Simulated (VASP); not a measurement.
All values below come from PBE GGA with D3 dispersion (zero damping), VASP's PBE PAW potentials (set 64) (plane waves; VASP).

The input files of a VASP run:

KPOINTS:
```
Automatic mesh
0
Gamma
 8 8 8
0 0 0
```

**INCAR**
```
! general
SYSTEM   =  Ni3Si
PREC     =  Accurate
ENCUT    =  520
LREAL    =  .False.
LASPH    =  .True.

! electronic loop
EDIFF    =  1E-6
NELM     =  100
ALGO     =  Normal   ! blocked Davidson
LMAXMIX  =  4   ! l cut-off of mixed one-centre charges

! smearing
ISMEAR   =  1
SIGMA    =  0.1   ! width (eV)

! functional
GGA      =  PE   ! PBE
IVDW     =  11

! ions
IBRION   =  2
NSW      =  60
ISIF     =  3
EDIFFG   =  -0.02

! output
LWAVE    =  .False.
LCHARG   =  .False.
```

POSCAR:
```
Ni3Si
1.0
  3.4665804525   0.0000000000   0.0000000000
  0.0000000000   3.4665804525   0.0000000000
  0.0000000000   0.0000000000   3.4665804525
Si Ni
1 3
direct
  0.0000000000   0.0000000000   0.0000000000
  0.0000000000   0.5000000000   0.5000000000
  0.5000000000   0.0000000000   0.5000000000
  0.5000000000   0.5000000000   0.0000000000
```

POTCAR, in this order: Si Ni (PBE.64 set). Program: vasp_std.

Output

### OSZICAR
```
       N       E                     dE             d eps       ncg     rms          rms(c)
DAV:   1     0.201825770126E+03    0.20183E+03   -0.15873E+04  1470   0.219E+03
DAV:   2    -0.163241487006E+02   -0.21815E+03   -0.21015E+03  1470   0.373E+02
DAV:   3    -0.271587122322E+02   -0.10835E+02   -0.10464E+02  1605   0.110E+02
DAV:   4    -0.274069531876E+02   -0.24824E+00   -0.24753E+00  1690   0.150E+01
DAV:   5    -0.274158519568E+02   -0.88988E-02   -0.88957E-02  1800   0.269E+00    0.203E+01
DAV:   6    -0.269446596717E+02    0.47119E+00   -0.54210E+01  1693   0.121E+02    0.163E+01
DAV:   7    -0.237179220172E+02    0.32267E+01   -0.15769E+01  1618   0.665E+01    0.441E+00
DAV:   8    -0.236638063610E+02    0.54116E-01   -0.65209E-01  1543   0.661E+00    0.146E+00
DAV:   9    -0.236466947037E+02    0.17112E-01   -0.32174E-02  2013   0.258E+00    0.570E-01
DAV:  10    -0.236444783920E+02    0.22163E-02   -0.32673E-03  1873   0.458E-01    0.218E-01
DAV:  11    -0.236441829240E+02    0.29547E-03   -0.63158E-04  2272   0.307E-01    0.537E-02
DAV:  12    -0.236441711211E+02    0.11803E-04   -0.92848E-05  1655   0.116E-01    0.150E-02
DAV:  13    -0.236441705112E+02    0.60996E-06   -0.67607E-06  1579   0.186E-02
   1 F= -.25309475E+02 E0= -.25309936E+02  d E =-.253095E+02
```

OUTCAR:
```
------------------------ aborting loop because EDIFF is reached ----------------------------------------
 Edisp (eV)   -1.66530
  FORCE on cell =-STRESS in cart. coord.  units (eV):
  Direction    XX          YY          ZZ          XY          YZ          ZX
  --------------------------------------------------------------------------------------
  Total      -0.06902    -0.06902    -0.06902    -0.00000    -0.00000     0.00000
  in kB      -2.65444    -2.65444    -2.65444    -0.00000    -0.00000     0.00000
  external pressure =       -2.65 kB  Pullay stress =        0.00 kB
  volume of cell :       41.66
      direct lattice vectors                 reciprocal lattice vectors
     3.466580453  0.000000000  0.000000000     0.288468713  0.000000000  0.000000000
     0.000000000  3.466580453  0.000000000     0.000000000  0.288468713  0.000000000
     0.000000000  0.000000000  3.466580453     0.000000000  0.000000000  0.288468713
 POSITION                                       TOTAL-FORCE (eV/Angst)
 -----------------------------------------------------------------------------------
      0.00000      0.00000      0.00000         0.000000      0.000000      0.000000
      0.00000      1.73329      1.73329         0.000000      0.000000      0.000000
      1.73329      0.00000      1.73329         0.000000      0.000000      0.000000
      1.73329      1.73329      0.00000         0.000000      0.000000      0.000000
 -----------------------------------------------------------------------------------
    total drift:                                0.000000      0.000000      0.000000
  FREE ENERGIE OF THE ION-ELECTRON SYSTEM (eV)
  ---------------------------------------------------
  free  energy   TOTEN  =       -25.3094752535 eV

  energy  without entropy=      -25.3108560905  energy(sigma->0) =      -25.30993553

 reached required accuracy - stopping structural energy minimisation
```
(Selected blocks of OUTCAR.)

File OUTCAR:
```
 val. band max:       11.1159301696   @ k =   0.1250   0.1250   0.0000

 cond. band min:      11.1881968864   @ k =   0.5000   0.3750   0.3750


 Fermi energy:        11.1555387149

 k-point     1 :       0.0000    0.0000    0.0000
  band No.  band energies     occupation
      1      -1.0257      2.00000
      2       6.0851      2.00000
      3       6.9165      2.00000
      4       6.9165      2.00000
      5       7.4609      2.00000
      6       7.4609      2.00000
      7       7.4609      2.00000
      8       9.5480      2.00000
      9       9.5480      2.00000
     10       9.5480      2.00000
     11      10.2475      2.00000
     12      10.2475      2.00000
     13      10.2475      2.00000
     14      10.5229      2.00000
     15      10.5229      2.00000
     16      10.8638      2.00029
     17      11.2115      0.19834
     18      11.2115      0.19834
     19      11.2115      0.19834
     20      16.3234      0.00000
     21      17.6613      0.00000

 k-point     2 :       0.1250    0.0000    0.0000
  band No.  band energies     occupation
      1      -0.8381      2.00000
      2       6.1035      2.00000
      3       6.6721      2.00000
      4       7.0501      2.00000
      5       7.4458      2.00000
      6       7.4458      2.00000
      7       7.5162      2.00000
      8       9.2365      2.00000
      9       9.2365      2.00000
     10       9.4868      2.00000
     11       9.7506      2.00000
     12      10.3572      2.00000
     13      10.3572      2.00000
     14      10.5150      2.00000
     15      10.5257      2.00000
     16      10.7850      2.00000
     17      11.2116      0.19645
     18      11.5826     -0.00000
     19      11.5826     -0.00000
     20      16.6372      0.00000
     21      17.6131      0.00000

 k-point     3 :       0.2500    0.0000    0.0000
  band No.  band energies     occupation
      1      -0.2939      2.00000
      2       5.3759      2.00000
      3       6.6387      2.00000
...
```

The compound is Ni3Si in the L1_2 structure. It was relaxed first. The start is the result of an earlier pass. The run is not spin-polarised, so no magnetic state was tried.
